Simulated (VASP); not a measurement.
An input for Ansatz (written as the equivalent of a VASP run, and not itself run):

Ansatz 0.2 input:
```yaml
crystal:
  lattice:
    - [4.3276133, 0.0000000, 0.0000000]
    - [-2.1638066, 3.7478231, 0.0000000]
    - [0.0000000, 0.0000000, 5.8782356]
  atoms:
    - { symbol: Te, position: [0.2839350, 0.0000000, 0.3333330] }
    - { symbol: Te, position: [0.0000000, 0.2839350, 0.6666670] }
    - { symbol: Te, position: [0.7160650, 0.7160650, 0.0000000] }
kpoints:
  mp_grid: { grid: [5, 5, 4] }
hamiltonian:
  xc: lda
  pseudopotentials: { kind: paw }
scf:
  occupations: { method: gaussian, width: 0.05 }
  max_iter: 100
relax:
  max_steps: 60
  f_tol: 0.02
  cell: {}
output: { forces: true, stress: true, eigenvalues: true }
```

Problem. Write the VASP files for the same calculation (LDA).

Solution. This is not unique; one that fits is 
**INCAR**
```
SYSTEM = Te
PREC = Accurate
ENCUT = 400
EDIFF = 1E-6
NELM = 100
ALGO = Normal
LREAL = .FALSE.
LASPH = .TRUE.
ISMEAR = 0
SIGMA = 0.05
LMAXMIX = 4
LWAVE = .FALSE.
LCHARG = .FALSE.
IBRION = 2
ISIF = 3
NSW = 60
EDIFFG = -0.02
```

**KPOINTS**
```
Automatic mesh
0
Gamma
5 5 4
0 0 0
```

**POSCAR**
```
Te
1
    4.3276132886     0.0000000000    -0.0000000000
   -2.1638066443     3.7478230525     0.0000000000
   -0.0000000000    -0.0000000000     5.8782355972
Te
3
Direct
  0.2839349838   0.0000000000   0.3333330000
  0.0000000000   0.2839349838   0.6666670000
  0.7160650162   0.7160650162   0.0000000000
```

POTCAR, in this order: Te (LDA.64 set). Program: vasp_std.

The two are equivalent in intent, not identical: each code has its own PAW files, so the cut-off isn't converted (ENCUT is set for VASP's; basis.ecutwfc is left out, and Ansatz then takes the one that its files recommend); Ansatz stops its SCF on the density residual and VASP on the energy change (EDIFF); Ansatz's lda is the Perdew-Wang form, while the LDA potentials of VASP carry Perdew-Zunger's.

The structure comes from a computed database's Te entry (P3_121); how it stands against other phases isn't given here. This run relaxes it. Symmetry was kept, so distortions that lower it aren't found. The start is the result of an earlier pass.
